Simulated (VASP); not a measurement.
Crystal: Cl.

```
Cl
1.0
     2.93275   -2.09685    0.00000
     2.93275    2.09685    0.00000
     0.00000    0.00000    7.94550
Cl
4
Direct
  0.87000 0.13000 0.10000
  0.63000 0.37000 0.60000
  0.13000 0.87000 0.90000
  0.37000 0.63000 0.40000
```

The cell was built by a generator and needn't be a form met in nature.

| Property | Result |
| --- | --- |
| Program | VASP 6.6.1 |
| Task | relaxation of cell and atoms |
| Functional | PBE |
| Dispersion | D3(BJ) |
| Potentials or basis | VASP PAW PBE potentials, release 64 (Cl) |
| Cutoff | 600 eV |
| k mesh | 8 × 8 × 4 |
| Occupations | gaussian, width 0.03 eV |
| Spin | no spin polarisation |

At the start: pressure 4.6 GPa; volume 24.43 Å³/atom.

Task: How do energy, volume and symmetry change on relaxing?

Result: Over 37 steps the energy falls by 50.5 meV/atom and the volume is 27.07 Å³/atom (+10.8 %); space group Cmce (No. 64, to 0.05 Å).

Step by step:
| step | energy change (eV) | largest force (eV/Å) | pressure (GPa) | volume (Å³) |
| --- | --- | --- | --- | --- |
| 1 | 0.0000 | 1.6374 | 4.64 | 97.72 |
| 2 | 0.2346 | 1.7266 | -4.26 | 108.02 |
| 3 | -0.1396 | 0.1662 | 0.35 | 101.17 |
| 4 | -0.1401 | 0.1290 | 0.52 | 101.00 |
| 5 | -0.1401 | 0.1209 | 0.58 | 100.93 |
| 6 | -0.1554 | 0.1029 | 0.45 | 102.26 |
| 7 | -0.1851 | 0.0629 | 0.13 | 106.26 |
| 8 | -0.1920 | 0.0686 | -0.16 | 114.29 |
| 9 | -0.1956 | 0.0566 | -0.10 | 111.62 |
| 10 | -0.1957 | 0.0564 | -0.08 | 111.05 |
| 11 | -0.1969 | 0.0603 | -0.29 | 110.82 |
| 12 | -0.1969 | 0.0723 | -0.32 | 110.79 |
| 13 | -0.1973 | 0.0673 | -0.29 | 110.63 |
| 14 | -0.1985 | 0.0544 | -0.23 | 110.14 |
| 15 | -0.1998 | 0.0310 | -0.08 | 109.17 |
| 16 | -0.1983 | 0.0344 | 0.26 | 107.22 |
| 17 | -0.2000 | 0.0236 | 0.01 | 108.71 |
| 18 | -0.2002 | 0.0161 | 0.01 | 108.72 |
| 19 | -0.2004 | 0.0122 | 0.05 | 108.73 |
| 20 | -0.2007 | 0.0534 | 0.13 | 108.77 |
| 21 | -0.2008 | 0.0498 | 0.12 | 108.79 |
| 22 | -0.2009 | 0.0400 | 0.09 | 108.84 |
| 23 | -0.2012 | 0.0205 | 0.03 | 108.96 |
| 24 | -0.2014 | 0.0245 | -0.10 | 109.19 |
| 25 | -0.2014 | 0.0164 | -0.06 | 109.14 |
| 26 | -0.2014 | 0.0150 | -0.06 | 109.14 |
| 27 | -0.2015 | 0.0155 | -0.05 | 109.12 |
| 28 | -0.2015 | 0.0297 | -0.01 | 109.08 |
| 29 | -0.2016 | 0.0233 | -0.03 | 109.05 |
| 30 | -0.2017 | 0.0231 | -0.08 | 108.99 |
| 31 | -0.2018 | 0.0209 | -0.04 | 108.87 |
| 32 | -0.2019 | 0.0335 | 0.04 | 108.59 |
| 33 | -0.2020 | 0.0189 | 0.00 | 108.49 |
| 34 | -0.2020 | 0.0162 | -0.02 | 108.41 |
| 35 | -0.2021 | 0.0118 | 0.01 | 108.31 |
| 36 | -0.2021 | 0.0138 | 0.04 | 108.24 |
| 37 | -0.2022 | 0.0076 | 0.01 | 108.26 |

Final structure:
```cif
data_structure
_symmetry_space_group_name_H-M 'P 1'
_symmetry_Int_Tables_number 1
_cell_length_a 3.8520
_cell_length_b 3.8520
_cell_length_c 8.1189
_cell_angle_alpha 90.000
_cell_angle_beta 90.000
_cell_angle_gamma 63.985
_cell_volume 108.26
loop_
_atom_site_label
_atom_site_type_symbol
_atom_site_fract_x
_atom_site_fract_y
_atom_site_fract_z
_atom_site_occupancy
Cl1 Cl 0.87630 0.12370 0.10769 1
Cl2 Cl 0.62370 0.37630 0.60769 1
Cl3 Cl 0.12370 0.87630 0.89231 1
Cl4 Cl 0.37630 0.62370 0.39231 1
```
